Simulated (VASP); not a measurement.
# BaHfO3: single point with PBE

The system is BaHfO3.

```xyz
5
Lattice="4.1696 0.0000 0.0000 0.0000 4.1696 0.0000 0.0000 0.0000 4.1704" Properties=species:S:1:pos:R:3 pbc="T T T"
Ba    2.0848    2.0848    4.1555
Hf    0.0000    0.0000    2.0763
O     0.0000    2.0848    2.0806
O     2.0848    0.0000    2.0806
O     0.0000    0.0000    4.1618
```

The cell comes from a database or a generator and needn't be the stable form of this composition.

```
Program             : VASP 6.6.1
Task                : single point
Functional          : PBE
Potentials or basis : VASP PAW PBE potentials, release 64 (Ba_sv, Hf_pv, O)
Cutoff              : 520 eV
k mesh              : 4 × 4 × 4
Occupations         : gaussian, width 0.1 eV
Spin                : no spin polarisation
```

* Pressure: 3.8 GPa
* Largest force: 0.024 eV/Å
* Band gap on the k mesh: 3.58 eV, indirect (least direct gap 3.79 eV)

Forces in eV/Å, atoms in the order of the input:
```
Ba   0.000  0.000  0.024
Hf   0.000  0.000 -0.017
O    0.000  0.000 -0.014
O    0.000  0.000 -0.014
O    0.000  0.000  0.020
```

Levels at points of the mesh, in eV from the valence-band top:
```
           k point  band 15  band 16  band 17  band 18  band 19  band 20  band 21  band 22  band 23  band 24
(0.00, 0.00, 0.00)    -0.98    -0.98    -0.21    -0.21    -0.21     3.58     3.58     3.58     4.70     4.70
(0.50, 0.00, 0.00)    -1.73    -1.73    -1.69    -0.52    -0.52     4.15     6.37     6.37     6.51     6.78
(0.50, 0.50, 0.00)    -2.43    -1.01    -0.92    -0.92    -0.08     6.27     6.27     6.61     6.93     8.11
(0.00, 0.00, 0.50)    -1.72    -1.72    -1.70    -0.52    -0.52     4.15     6.37     6.37     6.51     6.78
(0.50, 0.00, 0.50)    -2.43    -1.01    -0.93    -0.93    -0.08     6.26     6.27     6.61     6.93     8.11
(0.50, 0.50, 0.50)    -2.52    -2.52     0.00     0.00     0.00     6.04     6.04     6.04     7.85     7.85
```

Wall time 15 s on 1 thread of Intel(R) Xeon(R) 6975P-C (Granite Rapids), with other jobs on the host, peak memory 0.19 GiB.

Caveat: spin-orbit coupling is left out, which moves the levels of the heavy elements. Expect the measured gap to be larger: semilocal functionals such as PBE lack the derivative discontinuity.
